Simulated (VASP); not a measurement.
Energy against volume of MgH2 (rutile). Computed with MS2 meta-GGA, VASP's PBE PAW potentials (set 64) (plane waves; VASP). Run with 520 eV cut-off, 5×5×7 Γ-centred mesh, Gaussian smearing of 0.050 eV, potentials Mg H.

Shape and ions are relaxed at each volume.

| V (Å³/atom) | E (eV/atom) |
|---|---|
| 9.323 | -4.39283 |
| 9.621 | -4.39780 |
| 9.918 | -4.39936 |
| 10.216 | -4.39795 |

Fit these four points and predict the energy of the run at 10.513 Å³/atom.

A cubic in V^(−2/3), the third-order Birch-Murnaghan form, passes through the four points with V0 = 9.92 Å³/atom and B0 = 53 GPa, and gives -4.3939 eV/atom there. The run gave -4.3939 eV/atom, -0.0 meV/atom from the fit; all five points give B0 = 53 GPa.

The compound is MgH2 in the rutile structure. It was relaxed first.
